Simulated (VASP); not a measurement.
Input:

```
CELL_PARAMETERS angstrom
      4.37317     0.00000     0.00000
      0.00000     4.37317     0.00000
      0.00000     0.00000     2.83373
ATOMIC_POSITIONS crystal
  Mn 0.00000 0.00000 0.00000
  Mn 0.50000 0.50000 0.50000
  O  0.30349 0.30349 0.00000
  O  0.80349 0.19651 0.50000
  O  0.19651 0.80349 0.50000
  O  0.69651 0.69651 0.00000
```
Starting moments (μB, in the order of the record's atoms Mn Mn O O O O): 2.4 -2.4 0.0 0.0 0.0 0.0.

Method: PBEsol GGA, VASP's PBE PAW potentials (set 64) (plane waves; VASP 6.6.1). Settings: 620 eV cut-off, 7×7×11 Γ-centred mesh, first-order Methfessel-Paxton smearing of 0.10 eV, potentials Mn_pv O.

Energy and stress use the plane-wave basis of the starting cell.

### Question
The ions, cell shape and volume at an external pressure of 5.0 GPa are relaxed. Predict the relaxed structure.

### Answer

```
CELL_PARAMETERS angstrom
      4.34187     0.00000     0.00000
      0.00000     4.34187     0.00000
      0.00000     0.00000     2.81675
ATOMIC_POSITIONS crystal
  Mn 0.00000 0.00000 0.00000
  Mn 0.50000 0.50000 0.50000
  O  0.30291 0.30291 0.00000
  O  0.80291 0.19709 0.50000
  O  0.19709 0.80291 0.50000
  O  0.69709 0.69709 0.00000
```
Space group P4_2/mnm (136), at a tolerance of 0.03 Å. The cell ends with 0.00 μB, on the sites 2.39 -2.39 -0.05 0.05 0.05 -0.05 μB.

### Question
How do energy and volume change from the first to the last step?

### Answer
The energy (σ→0) changes by +2.7 meV/atom and the volume by -2.0 %, in 6 ionic steps.

The compound is MnO2 in the rutile structure. This run relaxes it under an external pressure of 5 GPa. Symmetry was kept, so distortions that lower it aren't found.
